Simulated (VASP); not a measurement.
BaLiF3: single point with LDA

BaLiF3:

```
Ba Li F
1.0
     3.98858    0.00000    0.00000
     0.00000    3.98858    0.00000
     0.00000    0.00000    3.98858
Ba Li F
1 1 3
Cartesian
  0.0000 0.0000 0.0000
  2.0473 2.0473 1.9943
  0.0000 1.9943 1.9943
  1.9943 1.9943 0.0000
  1.9943 0.0000 1.9943
```

The cell comes from a database or a generator and needn't be the stable form of this composition.

The cell isn't the ideal one: all Li atoms moved +0.075 Å, as atom 2 along Cartesian [1 1 0].

* Program: VASP 6.6.1
* Task: single point
* Functional: LDA
* Potentials or basis: VASP PAW LDA potentials, release 64 (Ba_sv, Li_sv, F)
* Cutoff: 520 eV
* k mesh: 6 × 6 × 6
* Occupations: gaussian, width 0.05 eV
* Spin: no spin polarisation

The largest force is 0.231 eV/Å. The band gap on the k mesh is 6.47 eV, direct.

Forces in eV/Å, atoms in the order of the input:
```
Ba   0.063  0.063  0.000
Li  -0.163 -0.163  0.000
F    0.027  0.036  0.000
F    0.037  0.037  0.000
F    0.036  0.027  0.000
```

Levels at points of the mesh, in eV from the valence-band top:
```
           k point  band 13  band 14  band 15  band 16  band 17  band 18  band 19  band 20  band 21  band 22
(0.00, 0.00, 0.00)    -0.83    -0.83     0.00     0.00     0.00     6.47     6.47     7.90     9.78     9.78
(0.50, 0.00, 0.00)    -1.08    -0.78    -0.78    -0.48    -0.47     7.94     8.46    10.22    10.70    10.70
(0.00, 0.00, 0.50)    -1.08    -0.77    -0.77    -0.48    -0.47     7.95     8.46    10.23    10.69    10.70
(0.50, 0.50, 0.00)    -1.38    -0.61    -0.61    -0.22    -0.19     8.76     9.07    10.72    10.72    12.38
(0.00, 0.50, 0.50)    -1.39    -0.62    -0.62    -0.22    -0.19     8.76     9.08    10.72    10.72    12.38
(0.50, 0.50, 0.50)    -0.21    -0.20    -0.14    -0.14    -0.14     7.90     7.90     7.90    11.94    11.94
```

It took 2.8 min on 1 thread of Intel(R) Xeon(R) Platinum 8488C (Sapphire Rapids), on a shared host, peak memory 0.2 GiB.

Caveat: spin-orbit coupling is left out, which moves the levels of the heavy elements. A k mesh can miss the band edges.
